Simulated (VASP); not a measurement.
The input files of a VASP run:

INCAR:
```
LHFCALC = .TRUE.
EDIFF = 1E-6   # SCF stop (eV)
ISMEAR = 0   # Gaussian
PRECFOCK = Fast
LWAVE = .FALSE.
PREC = Accurate
LASPH = .TRUE.   # aspherical one-centre terms
LMAXMIX = 4   # l cut-off of mixed one-centre charges
AEXX = 0.25
ENCUT = 520
ISIF = 2   # forces and stress, cell fixed
LCHARG = .FALSE.
GGA = PE
SYSTEM = InP
SIGMA = 0.05   # width (eV)
ISYM = 3
HFSCREEN = 0.2
ALGO = Normal   # blocked Davidson
LREAL = .FALSE.   # projection in real space or not
NELM = 60   # most electronic steps
```

**POSCAR**
```
InP
1
    0.0000000000     2.9486296521     2.9486296521
    2.9486296521     0.0000000000     2.9486296521
    2.9486296521     2.9486296521     0.0000000000
In P
1 1
Direct
  0.0000000000   0.0000000000   0.0000000000
  0.2500000000   0.2500000000   0.2500000000
```

### KPOINTS
```
Automatic mesh
0
Gamma
6 6 6
0 0 0
```

POTCAR, in this order: In_d P (PBE.64 set). Program: vasp_std. Read from the step before: WAVECAR.

Q: Translate this HSE06 calculation to Ansatz.

A: One equivalent input (not run):
Ansatz 0.2 input:
```yaml
crystal:
  lattice:
    - [0.0000000, 2.9486297, 2.9486297]
    - [2.9486297, 0.0000000, 2.9486297]
    - [2.9486297, 2.9486297, 0.0000000]
  atoms:
    - { symbol: In, position: [0.0000000, 0.0000000, 0.0000000] }
    - { symbol: P, position: [0.2500000, 0.2500000, 0.2500000] }
kpoints:
  mp_grid: { grid: [6, 6, 6] }
hamiltonian:
  xc: hse06
  pseudopotentials: { kind: paw }
scf:
  occupations: { method: gaussian, width: 0.05 }
  max_iter: 60
output: { forces: true, stress: true, eigenvalues: true }
```
The two are equivalent in intent, not identical: each code has its own PAW files, so the cut-off isn't converted (ENCUT is set for VASP's; basis.ecutwfc is left out, and Ansatz then takes the one that its files recommend); Ansatz stops its SCF on the density residual and VASP on the energy change (EDIFF); Ansatz's hse06 screens at 0.11 per bohr (0.208 per Å), slightly more than HFSCREEN = 0.2.

The compound is InP in the zinc blende structure. This cell is one point of a volume scan, at 0.97 of the reference volume.
